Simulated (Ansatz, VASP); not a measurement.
Two plane-wave programs on SiPb

```
CELL_PARAMETERS angstrom
0.00000 3.03299 3.03299
3.03299 0.00000 3.03299
3.03299 3.03299 0.00000
ATOMIC_POSITIONS crystal
Si 0.00000 0.00000 0.00000
Pb 0.25000 0.25000 0.25000
```

The cell comes from a database or a generator and needn't be the stable form of this composition.

Alike in both runs: task single point; functional PBE; k mesh 6 × 6 × 6; occupations gaussian, width 0.05 eV; no spin polarisation.

```csv
,VASP,Ansatz
version,VASP 6.6.1,Ansatz 0.2.0
potentials or method,"VASP PAW PBE potentials, release 64 (Si, Pb_d)","scalar-relativistic, plane waves, PAW"
plane-wave cutoff (eV),520,420
valence electrons in the cell,18,18
```

```csv
,VASP,Ansatz,Ansatz less VASP
gap on the k mesh at the Fermi level (eV),none,none,-
pressure (GPa),5.5,5.6,+0.08
```

A gap of «none» marks a metal or a gap that the smearing closes. The functional is the same, so the differences come from potentials, cutoffs and numerics.

Spin-orbit coupling is left out, which matters for the levels of Pb.
